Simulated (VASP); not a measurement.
A run of VASP 6.6.1 is set up as follows.

INCAR

```
SYSTEM = Ga4CN4
ALGO = Normal
EDIFF = 1E-6
ENCUT = 520
GGA = PE
ISIF = 2
ISMEAR = -1
LASPH = .TRUE.
LCHARG = .FALSE.
LREAL = .FALSE.
LWAVE = .FALSE.
NBANDS = 48
NELM = 100
PREC = Accurate
SIGMA = 0.1
```

KPOINTS

```
k-points
0
G
  4 4 4
  0 0 0
```

POSCAR

```
Ga4CN4
1.0
    0.0000000000      4.5070000000      4.5070000000
    4.5070000000      0.0000000000      4.5070000000
    2.2535000000      2.2535000000      0.0000000000
Ga N C
4 4 1
Direct
    0.0000000000      0.0000000000      0.0000000000
    0.0000000000      0.5000000000      0.0000000000
    0.5000000000      0.0000000000      0.0000000000
    0.5000000000      0.5000000000      0.0000000000
    0.3750000000      0.3750000000      0.7500000000
    0.3750000000      0.8750000000      0.7500000000
    0.8750000000      0.3750000000      0.7500000000
    0.8750000000      0.8750000000      0.7500000000
    0.2949170180     -0.2050829820      0.2757625915
```

Potentials or basis: VASP PAW PBE potentials, release 64 (Ga_d, N, C).

Run with:

```console
$ cat potpaw_PBE.64/Ga_d/POTCAR potpaw_PBE.64/N/POTCAR potpaw_PBE.64/C/POTCAR > POTCAR
$ mpirun -np 1 vasp_std > vasp.out
```

(1) What does it give for the pressure?

(2) What does it give for the largest force?

(3) What does it give for the band gap on the k mesh?

Results:

(1) 33.0 GPa.

(2) 4.054 eV/Å.

(3) none (metal or under the smearing width).

Caveat: the k mesh is coarse (spacing up to 0.60 Å⁻¹), so the values aren't converged; a pressure of tens of GPa on the cell as given is suspect, and the run, the potentials or the cell itself is likely at fault.
